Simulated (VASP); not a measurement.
Here is the system:

```
CELL_PARAMETERS angstrom
      1.78172    -3.08603     0.00000
      1.78172     3.08603     0.00000
      0.00000     0.00000    14.79749
ATOMIC_POSITIONS crystal
  Te 0.33333 0.66667 0.87233
  Te 0.66667 0.33333 0.37233
  Te 0.66667 0.33333 0.12767
  Te 0.33333 0.66667 0.62767
  Mo 0.33333 0.66667 0.25000
  Mo 0.66667 0.33333 0.75000
```

Level of theory: PW91 GGA, VASP's PBE PAW potentials (set 64) (plane waves; VASP). Run with 520 eV cut-off, Gaussian smearing of 0.050 eV, potentials Te Mo_sv.

Without a dispersion term in the relaxation, distances and binding between the weakly bound layers, chains or molecules are unreliable, and so is what depends on them. Unless said otherwise, spin-orbit coupling is left out, though it shifts the bands of the heavy elements here.

Problem. Estimate the band gap (along the path) with the smallest direct gap where there is one.

Solution. 
The band gap (along the path) comes out as 0.91 eV and the smallest direct gap (along the path) comes out as 1.00 eV.

The compound is MoTe2 in the 2H layered structure. It was relaxed first, which changed the volume by +9 %.
